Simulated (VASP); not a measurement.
VASP input:

File KPOINTS:
```
Automatic mesh
0
Gamma
11 11 3
0 0 0
```

**POSCAR**
```
Re
1.0
  2.7683260000   0.0000000000   0.0000000000
 -1.3841630000   2.3974410000   0.0000000000
  0.0000000000   0.0000000000   8.9451070000
Re
4
Cart
  0.0000000000   0.0000000000   0.0000000000
  0.0000000000   0.0000000000   4.4725535000
 -0.0000013842   1.5982947991   2.2362767500
  1.3841643842   0.7991462009   6.7088302500
```

### INCAR
```
# general
SYSTEM =Re
PREC   =Accurate
ENCUT  =300
LREAL  =.False.   # projection in real space or not
LASPH  =.True.

# electronic loop
EDIFF  =1E-6
NELM   =100
ALGO   =Normal
LMAXMIX=6   # l cut-off of mixed one-centre charges

# smearing
ISMEAR =-1
SIGMA  =0.05   # width (eV)

# functional
GGA    =PS   # PBEsol

# ions
ISIF   =2

# output
LWAVE  =.False.
LCHARG =.False.
```

POTCAR, in this order: Re (PBE.64 set). Program: vasp_std.

Problem. Write an equivalent input for Quantum ESPRESSO's pw.x.

Solution. One equivalent input (not run):
```
&CONTROL
  calculation = 'scf'
  pseudo_dir = './pseudo'
  outdir = './out'
  tprnfor = .true.
  tstress = .true.
/
&SYSTEM
  ibrav = 0
  nat = 4
  ntyp = 1
  ecutwfc = 72
  occupations = 'smearing'
  smearing = 'fermi-dirac'
  degauss = 0.003675
  input_dft = 'pbesol'
/
&ELECTRONS
  conv_thr = 7.3e-08
  electron_maxstep = 100
/
ATOMIC_SPECIES
  Re 186.207 Re.upf
CELL_PARAMETERS angstrom
     2.7683260    0.0000000    0.0000000
    -1.3841630    2.3974410    0.0000000
     0.0000000    0.0000000    8.9451070
ATOMIC_POSITIONS crystal
  Re   0.0000000  0.0000000  0.0000000
  Re   0.0000000  0.0000000  0.5000000
  Re   0.3333330  0.6666670  0.2500000
  Re   0.6666670  0.3333330  0.7500000
K_POINTS automatic
  11 11 3 0 0 0
```
Limits of the translation: the potentials are each code's own (VASP's PAW set, PseudoDojo norm-conserving files in pw.x), so ENCUT and ecutwfc are chosen apart and not converted; conv_thr bounds pw.x's estimated SCF error, while EDIFF bounds the energy change between steps.

The structure comes from a computed database's Re entry; how it stands against other phases isn't given here. The cell was not relaxed at this level. The run is one of a series of settings (GGA = PS against the base run), some of them coarse on purpose.
